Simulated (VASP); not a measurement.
Runs of VASP 6.6.1 on CaBi. The structure is hexagonal, space group P-6m2 (No. 187). Conventional cell: a = 4.085 Å, b = 4.085 Å, c = 4.645 Å, α = 90.00°, β = 90.00°, γ = 120.00°. Ca (site symmetry -6m2) has 6 Bi at 3.31 Å as nearest neighbours. Around Bi (site symmetry -6m2) lie 6 Ca at 3.31 Å. The cell was built by a generator and needn't be a form met in nature.

```tsv
task	level	potentials or basis	spin	cell	k mesh	cutoff (eV)	smearing	gap on the mesh (eV)	pressure (GPa)	relaxed volume (Å³/atom)
relaxation of cell and atoms	LDA	VASP PAW LDA potentials, release 54 (Ca_sv, Bi_d)	off	relaxed	8 × 8 × 6	600	methfessel-paxton 0.1 eV	none	0.0	(a)
single point	PBE	VASP PAW PBE potentials, release 64 (Ca_sv, Bi_d)	off	as given	8 × 8 × 6	520	fermi-dirac 0.05 eV	none	0.0	-
relaxation of the atoms	RPBE	VASP PAW PBE potentials, release 64 (Ca_sv, Bi_d)	off	atoms relaxed	8 × 8 × 6	520	methfessel-paxton 0.1 eV	none	1.3	-
relaxation of cell and atoms	PBE	VASP PAW PBE potentials, release 64 (Ca_sv, Bi_d)	off	relaxed	8 × 8 × 6	600	methfessel-paxton 0.1 eV	none	-0.1	33.59
```

Q: Estimate the missing entries.

A: (a) 30.51.

Caveats: spin-orbit coupling is left out, which moves the levels of the heavy elements; the relaxation stopped at its first step, so nothing moved (some runs); the PAW data sets were made with another functional, which shifts forces and pressure a little (some runs).

A k mesh can miss the band edges, and the runs leave out spin-orbit coupling on Bi.

A gap of «none» marks a metal or a gap under the smearing width.
